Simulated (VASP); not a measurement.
These are PBEsol GGA, VASP's PBE PAW potentials (set 64) (plane waves; VASP) values and carry that method's errors.

VASP ran on this input.

INCAR:
```
! general
SYSTEM   =  TaTe
PREC     =  Accurate
ENCUT    =  400
LREAL    =  .False.   ! projection in real space or not
LASPH    =  .True.   ! aspherical one-centre terms
ICHARG   =  11

! electronic loop
EDIFF    =  1E-7   ! SCF stop (eV)
NELM     =  100   ! most electronic steps
ALGO     =  Normal
LMAXMIX  =  6   ! l cut-off of mixed one-centre charges

! smearing
ISMEAR   =  0
SIGMA    =  0.05

! functional
GGA      =  PS   ! PBEsol

! output
LWAVE    =  .False.
LCHARG   =  .False.
LORBIT   =  11
```

**KPOINTS**
```
k-points along high-symmetry lines
15
Line-mode
Reciprocal
  0.000000   0.000000   0.000000 ! GAMMA
  0.000000   0.500000   0.000000 ! X

  0.000000   0.500000   0.000000 ! X
  0.500000   0.500000   0.000000 ! M

  0.500000   0.500000   0.000000 ! M
  0.000000   0.000000   0.000000 ! GAMMA

  0.000000   0.000000   0.000000 ! GAMMA
  0.500000   0.500000   0.500000 ! R

  0.500000   0.500000   0.500000 ! R
  0.000000   0.500000   0.000000 ! X

  0.500000   0.500000   0.500000 ! R
  0.500000   0.500000   0.000000 ! M
```

### POSCAR
```
TaTe
1.0
  3.3795409746   0.0000000000   0.0000000000
  0.0000000000   3.3795409746   0.0000000000
  0.0000000000   0.0000000000   3.3795409746
Ta Te
1 1
Cart
  0.0000000000   0.0000000000   0.0000000000
  1.6897704873   1.6897704873   1.6897704873
```

POTCAR, in this order: Ta_pv Te (PBE.64 set). Program: vasp_std. Read from the step before: CHGCAR.

The run wrote:

### OSZICAR
```
       N       E                     dE             d eps       ncg     rms          rms(c)
DAV:   1     0.831532207570E+02    0.83153E+02   -0.75268E+03  2192   0.104E+03
DAV:   2    -0.121830813980E+02   -0.95336E+02   -0.91393E+02  2612   0.261E+02
DAV:   3    -0.153116479340E+02   -0.31286E+01   -0.30358E+01  2744   0.434E+01
DAV:   4    -0.153655843971E+02   -0.53936E-01   -0.52673E-01  2636   0.577E+00
DAV:   5    -0.153666624437E+02   -0.10780E-02   -0.10775E-02  2832   0.752E-01
DAV:   6    -0.153666879845E+02   -0.25541E-04   -0.25538E-04  2656   0.107E-01
DAV:   7    -0.153666887748E+02   -0.79031E-06   -0.79115E-06  2952   0.165E-02
DAV:   8    -0.153666888007E+02   -0.25847E-07   -0.26111E-07  2200   0.267E-03
   1 F= -.15366689E+02 E0= -.15366350E+02  d E =-.677775E-03
```

File OUTCAR:
```
 val. band max:       10.2133777190   @ k =   0.5000   0.5000   0.0357

 cond. band min:      10.2926565039   @ k =   0.2857   0.2857   0.0000



 k-point     1 :       0.0000    0.0000    0.0000
  band No.  band energies     occupation
      1     -24.8094      2.00000
      2     -24.8094      2.00000
      3     -24.8094      2.00000
      4      -5.1384      2.00000
      5       7.0468      2.00000
      6       7.0468      2.00000
      7       8.5939      2.00000
      8       8.5939      2.00000
      9       8.5939      2.00000
     10      11.4678      0.00000
     11      11.4678      0.00000
     12      11.4678      0.00000

 k-point     2 :       0.0000    0.0357    0.0000
  band No.  band energies     occupation
      1     -24.8117      2.00000
      2     -24.8092      2.00000
      3     -24.8092      2.00000
      4      -5.1208      2.00000
      5       6.9463      2.00000
      6       7.0555      2.00000
      7       8.5601      2.00000
      8       8.5601      2.00000
      9       8.5973      2.00000
     10      11.4701      0.00000
     11      11.5127      0.00000
     12      11.5127      0.00000

 k-point     3 :       0.0000    0.0714    0.0000
  band No.  band energies     occupation
      1     -24.8185      2.00000
      2     -24.8085      2.00000
      3     -24.8085      2.00000
      4      -5.0683      2.00000
      5       6.6534      2.00000
      6       7.0813      2.00000
      7       8.4654      2.00000
      8       8.4654      2.00000
      9       8.6357      2.00000
     10      11.4768      0.00000
     11      11.6412      0.00000
     12      11.6412      0.00000

 k-point     4 :       0.0000    0.1071    0.0000
  band No.  band energies     occupation
      1     -24.8295      2.00000
      2     -24.8073      2.00000
      3     -24.8073      2.00000
      4      -4.9816      2.00000
      5       6.2062      2.00000
      6       7.1237      2.00000
      7       8.3252      2.00000
...
```

The density is held fixed in this step, so its total energy and stress have no physical meaning. Unless said otherwise, spin-orbit coupling is left out, though it shifts the bands of the heavy elements here.

The structure was generated: TaTe was put into the CsCl type type (Pm-3m), which need not be its known phase. It was relaxed first, which changed the volume by -40 %. The electron count is odd and the run is not spin-polarised, which forces a metal.
